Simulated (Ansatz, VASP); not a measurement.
NaHfIr2 in VASP and in Ansatz

```xyz
4
Lattice="-2.6580 2.6580 2.6604 2.6580 -2.6580 2.6604 2.6580 2.6580 -2.6604" Properties=species:S:1:pos:R:3 pbc="T T T"
Na    0.0000    0.0000    2.6604
Hf    0.0000    0.0000    0.0000
Ir    0.0000    2.6580    0.0000
Ir    2.6580    0.0000    0.0000
```

Alike in both runs: functional PBE; k mesh 6 × 6 × 6; occupations gaussian, width 0.1 eV; no spin polarisation.

Ansatz relaxed the structure, and its values are those at the end. VASP's run is a single point on that final structure, the one shown.

|  | VASP | Ansatz |
| --- | --- | --- |
| version | VASP 6.6.1 | Ansatz 0.2.0 |
| potentials or method | VASP PAW PBE potentials, release 64 (Na_pv, Hf_pv, Ir) | scalar-relativistic, plane waves, PAW |
| plane-wave cutoff (eV) | 520 | 420 |
| valence electrons in the cell | 35 | 69 |

VASP gave:

* gap on the k mesh at the Fermi level (eV): none
* pressure (GPa): -0.5

Task: What did Ansatz give for the same quantities?

Result: gap on the k mesh at the Fermi level (eV): none; pressure (GPa): 0.0.

A gap of «none» marks a metal or a gap that the smearing closes. The two sets of potentials don't hold the same shells in valence.

The runs have no spin-orbit coupling, so splittings on Hf, Ir are missing.
